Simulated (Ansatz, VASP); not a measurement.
Two plane-wave programs on BaAgF3

Contents of INCAR:

```
PREC = Accurate
ENCUT = 600
EDIFF = 1E-7
ISMEAR = 0
SIGMA = 0.01
LREAL = F
LASPH = T
NELM = 100
ALGO = Normal
ISIF = 3
LWAVE = F
LCHARG = F
GGA = PE
IBRION = 2
NSW = 80
EDIFFG = -0.001
```

KPOINTS

```
Automatic mesh
0
Gamma
  8 8 8
```

File POSCAR:

```
BaAgF3
1.0
    4.5791502339      0.0000000000      0.0000000000
    0.0000000000      4.5791502339      0.0000000000
    0.0000000000      0.0000000000      4.5791502339
Ba Ag F
1 1 3
Direct
    0.0000000000      0.0000000000      0.0000000000
    0.5000000000      0.5000000000      0.5000000000
    0.0000000000      0.5000000000      0.5000000000
    0.5000000000      0.5000000000      0.0000000000
    0.5000000000      0.0000000000      0.5000000000
```

Input for Ansatz:

```yaml
crystal:
  lattice:
    - [4.5791502339, 0.0, 0.0]
    - [0.0, 4.5791502339, 0.0]
    - [0.0, 0.0, 4.5791502339]
  atoms:
    - { symbol: Ba, position: [0.0, 0.0, 0.0] }
    - { symbol: Ag, position: [0.5, 0.5, 0.5] }
    - { symbol: F, position: [0.0, 0.5, 0.5] }
    - { symbol: F, position: [0.5, 0.5, 0.0] }
    - { symbol: F, position: [0.5, 0.0, 0.5] }
basis:
  ecutwfc: 420
kpoints:
  mp_grid: { grid: [8, 8, 8] }
hamiltonian:
  xc: pbe
scf:
  occupations: { method: fixed }
output:
  forces: true
  stress: true
  eigenvalues: true
relax:
  adjacent_minimum: "off"
  f_tol: 0.001
  max_steps: 60
  cell: { stress_tol: 0.01 }
```

Alike in both runs: task relaxation of cell and atoms; functional PBE; k mesh 8 × 8 × 8; no spin polarisation.

```csv
,VASP,Ansatz
version,VASP 6.6.1,Ansatz 0.2.0
potentials or method,"VASP PAW PBE potentials, release 64 (Ba_sv, Ag, F)","scalar-relativistic, plane waves, PAW"
plane-wave cutoff (eV),600,420
occupations,"gaussian, width 0.01 eV",fixed
valence electrons in the cell,42,50
```

VASP gave:

* gap on the k mesh at the Fermi level, each at its own relaxed structure (eV): 0.26
* relaxed volume (Å³/atom): 19.18
* relaxed cell length with the largest relative difference (Å): 4.577

Question: What did Ansatz give for the same quantities?

Answer: gap on the k mesh at the Fermi level, each at its own relaxed structure (eV): 0.29; relaxed volume (Å³/atom): 19.20; relaxed cell length with the largest relative difference (Å): 4.579.

The two sets of potentials don't hold the same shells in valence.

Caveats: spin-orbit coupling is left out, which moves the levels of the heavy elements.
